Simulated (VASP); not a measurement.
Calculation: PBE GGA, VASP's PBE PAW potentials (set 64) (plane waves; VASP).

A VASP calculation is set up with these files.

POSCAR:
```
Be
2.290
  0.5000000000  -0.8660253275   0.0000000000
  0.5000000000   0.8660253275   0.0000000000
  0.0000000000   0.0000000000   1.5633187773
Be
2
Cart
  0.5000000000   0.2886756865   0.3908296943
  0.5000000000  -0.2886756865   1.1724890830
```

**KPOINTS**
```
Automatic mesh
0
Gamma
16 16 9
0 0 0
```

INCAR:
```
# general
SYSTEM=Be
PREC  =Accurate
ENCUT =400   # plane-wave cut-off (eV)
LREAL =.FALSE.   # projection in real space or not
LASPH =.TRUE.

# electronic loop
EDIFF =1E-6   # SCF stop (eV)
NELM  =100   # most electronic steps
ALGO  =Normal   # blocked Davidson
IMIX  =4
AMIX  =1.0
BMIX  =1.0

# smearing
ISMEAR=1   # Methfessel-Paxton
SIGMA =0.1   # width (eV)

# functional
GGA   =PE   # PBE

# ions
ISIF  =2   # forces and stress, cell fixed

# output
LWAVE =.FALSE.
LCHARG=.FALSE.
```

POTCAR, in this order: Be (PBE.64 set). Program: vasp_std.

Q: Estimate the energy per atom (σ→0), pressure, band gap (on the k-mesh).

A: 
```yaml
energy per atom (σ→0): -3.766 eV/atom
band gap (on the k-mesh): none (metal, semimetal or under 0.01 eV)
pressure: -3.06 GPa
```

OSZICAR:
```
...
DAV:   3    -0.759303940248E+01   -0.18587E-01   -0.18586E-01  2364   0.355E+00
DAV:   4    -0.759305413268E+01   -0.14730E-04   -0.14730E-04  2646   0.997E-02
DAV:   5    -0.759305414650E+01   -0.13824E-07   -0.13904E-07  2334   0.147E-03    0.118E+00
DAV:   6    -0.754332939053E+01    0.49725E-01   -0.11083E-02  2118   0.131E+00    0.540E-01
DAV:   7    -0.753445875793E+01    0.88706E-02   -0.10605E-03  2340   0.516E-01    0.238E-01
DAV:   8    -0.753284810859E+01    0.16106E-02   -0.39954E-04  2052   0.330E-01    0.440E-03
DAV:   9    -0.753284716363E+01    0.94496E-06   -0.34837E-07  2574   0.889E-03
   1 F= -.75328472E+01 E0= -.75328014E+01  d E =-.137187E-03
```

The compound is Be in the hcp structure. The cell was not relaxed at this level. The run is one of a series of settings (AMIX = 1.0, BMIX = 1.0, IMIX = 4 against the base run), some of them coarse on purpose.
